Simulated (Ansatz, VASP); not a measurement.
## ZnPb2N2: VASP beside Ansatz

```
CELL_PARAMETERS angstrom
3.67365 0.00000 0.00000
-1.83682 3.18147 0.00000
0.00000 0.00000 9.26716
ATOMIC_POSITIONS crystal
Zn 0.00000 0.00000 0.50000
Pb 0.66667 0.33333 0.18693
Pb 0.33333 0.66667 0.81307
N 0.00000 0.00000 0.69832
N 0.00000 0.00000 0.30168
```

The cell comes from a database or a generator and needn't be the stable form of this composition.

Alike in both runs: task single point; functional PBEsol; k mesh 9 × 9 × 4; occupations gaussian, width 0.05 eV; no spin polarisation.

|  | VASP | Ansatz |
| --- | --- | --- |
| version | VASP 6.6.1 | Ansatz 0.2.0 |
| potentials or method | VASP PAW PBE potentials, release 64 (Zn, Pb_d, N) | scalar-relativistic, plane waves, PAW |
| plane-wave cutoff (eV) | 520 | 420 |
| valence electrons in the cell | 50 | 50 |

|  | VASP | Ansatz | Ansatz less VASP |
| --- | --- | --- | --- |
| gap on the k mesh at the Fermi level (eV) | 0.65 | 0.67 | +0.013 |
| pressure (GPa) | -3.3 | -3.5 | -0.19 |
| largest component of the traceless stress (GPa) | 0.53 | 0.91 | +0.382 |
| rms of the force components (eV/Å) | 0.088 | 0.111 | +0.0226 |

Atom by atom the forces differ by 0.032 eV/Å (rms over components).

Caveats: the PAW data sets were made with another functional, which shifts forces and pressure a little (VASP); spin-orbit coupling is left out, which as a rule narrows the gap of such compounds by several tenths of an eV; an odd mesh through Γ misses points on the zone boundary, where band edges often lie.
